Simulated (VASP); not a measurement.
A run of VASP 6.6.1:

Contents of POSCAR:

```
SiH8N2F6
1.0
    0.0000000000      3.9360040000      3.9360040000
    3.9360040000      0.0000000000      3.9360040000
    3.9360040000      3.9360040000      0.0000000000
Si F N H
1 6 2 8
Direct
    1.0000000000      0.0000000000      0.0000000000
    0.7841130000      0.2158870000      0.2158870000
    0.2158870000      0.7841130000      0.7841130000
    0.2158870000      0.7841130000      0.2158870000
    0.7841130000      0.2158870000      0.7841130000
    0.2158870000      0.2158870000      0.7841130000
    0.7841130000      0.7841130000      0.2158870000
    0.2500000000      0.2500000000      0.2500000000
    0.7500000000      0.7500000000      0.7500000000
    0.3258970000      0.3258970000      0.3258970000
    0.6741030000      0.6741030000      0.6741030000
    0.0223100000      0.3258970000      0.3258970000
    0.9776900000      0.6741030000      0.6741030000
    0.3258970000      0.0223100000      0.3258970000
    0.6741030000      0.9776900000      0.6741030000
    0.3258970000      0.3258970000      0.0223100000
    0.6741030000      0.6741030000      0.9776900000
```

The input INCAR.step1:

```
SYSTEM = SiH8N2F6
PREC     = Accurate       ! precision mode
ENCUT    = 600            ! plane-wave cutoff, eV
EDIFF    = 1E-8           ! SCF threshold, eV
ISMEAR   = 0              ! smearing method
SIGMA    = 0.05           ! smearing width, eV
LREAL    = .FALSE.        ! projectors in reciprocal space
LASPH    = .TRUE.         ! aspherical terms in the spheres
NELM     = 60             ! most SCF steps
ALGO     = Fast           ! electronic algorithm
ISIF     = 3              ! what is computed and relaxed
LWAVE    = .FALSE.        ! write WAVECAR
LCHARG   = .FALSE.        ! write CHGCAR
IBRION   = 2              ! ionic algorithm
NSW      = 40             ! ionic steps
EDIFFG   = -0.002         ! ionic threshold
```

The input INCAR.step2:

```
SYSTEM = SiH8N2F6
PREC     = Accurate       ! precision mode
ENCUT    = 600            ! plane-wave cutoff, eV
EDIFF    = 1E-8           ! SCF threshold, eV
ISMEAR   = 0              ! smearing method
SIGMA    = 0.05           ! smearing width, eV
LREAL    = .FALSE.        ! projectors in reciprocal space
LASPH    = .TRUE.         ! aspherical terms in the spheres
NELM     = 60             ! most SCF steps
ALGO     = Fast           ! electronic algorithm
ISIF     = 2              ! what is computed and relaxed
LWAVE    = .FALSE.        ! write WAVECAR
LCHARG   = .FALSE.        ! write CHGCAR
IBRION   = 6              ! ionic algorithm
NFREE    = 2            
POTIM    = 0.015          ! step
NSW      = 1              ! ionic steps
```

Contents of KPOINTS:

```
Automatic mesh
0
G
  4 4 4
  0 0 0
```

Potentials or basis: VASP PAW LDA potentials, release 64 (Si, F, N, H).

Run with:

```console
$ cat potpaw_LDA.64/Si/POTCAR potpaw_LDA.64/F/POTCAR potpaw_LDA.64/N/POTCAR potpaw_LDA.64/H/POTCAR > POTCAR
$ cp INCAR.step1 INCAR
$ mpirun -np 1 vasp_std > vasp.out
$ cp CONTCAR POSCAR
$ cp INCAR.step2 INCAR
$ mpirun -np 1 vasp_std > vasp.out
```

Hardware: 1 thread of Intel(R) Xeon(R) 6975P-C (Granite Rapids) (shared host).

Question: Estimate the wall time of this run.

Answer: It took 9.5 min on 1 thread of Intel(R) Xeon(R) 6975P-C (Granite Rapids) (shared host), peak memory 0.41 GiB. Counts: scf iterations 123, k points 8, ion steps 3.
